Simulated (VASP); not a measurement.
An input for Quantum ESPRESSO's pw.x (written as the equivalent of a VASP run, and not itself run):

```
&CONTROL
  calculation = 'scf'
  pseudo_dir = './pseudo'
  outdir = './out'
  tprnfor = .true.
  tstress = .true.
/
&SYSTEM
  ibrav = 0
  nat = 3
  ntyp = 2
  ecutwfc = 82
  occupations = 'smearing'
  smearing = 'fermi-dirac'
  degauss = 0.00735
  input_dft = 'pbe'
/
&ELECTRONS
  conv_thr = 7.3e-08
  electron_maxstep = 100
/
ATOMIC_SPECIES
  C 12.011 C.upf
  W 183.840 W.upf
CELL_PARAMETERS angstrom
     3.0631620    0.0000000    0.0000000
    -1.5315810    2.6527770    0.0000000
     0.0000000    0.0000000   16.5413520
ATOMIC_POSITIONS crystal
  C    0.0030290 -0.0043550  0.5000860
  W    0.3278950  0.6791130  0.5777790
  W    0.6690750  0.3252420  0.4221350
K_POINTS automatic
  6 6 1 0 0 0
```

### Question
Write the VASP files for the same calculation (PBE).

### Answer
One answer among several that fit: 
**INCAR**
```
SYSTEM = W2C
PREC = Accurate
ENCUT = 400
EDIFF = 1E-6
NELM = 100
ALGO = Normal
LREAL = .FALSE.
LASPH = .TRUE.
ISMEAR = -1
SIGMA = 0.1
GGA = PE
LMAXMIX = 6
LWAVE = .FALSE.
LCHARG = .FALSE.
ISIF = 2
```

KPOINTS:
```
Automatic mesh
0
Gamma
6 6 1
0 0 0
```

File POSCAR:
```
W2C
1
    3.0631620000     0.0000000000     0.0000000000
   -1.5315810000     2.6527770000     0.0000000000
    0.0000000000     0.0000000000    16.5413520000
C W
1 2
Direct
  0.0030290000  -0.0043550000   0.5000860000
  0.3278950000   0.6791130000   0.5777790000
  0.6690750000   0.3252420000   0.4221350000
```

POTCAR, in this order: C W_sv (PBE.64 set). Program: vasp_std.

What does not carry over: the potentials are each code's own (VASP's PAW set, PseudoDojo norm-conserving files in pw.x), so ENCUT and ecutwfc are chosen apart and not converted; conv_thr bounds pw.x's estimated SCF error, while EDIFF bounds the energy change between steps.

The cell is a sheet with vacuum, built from a generated structure.
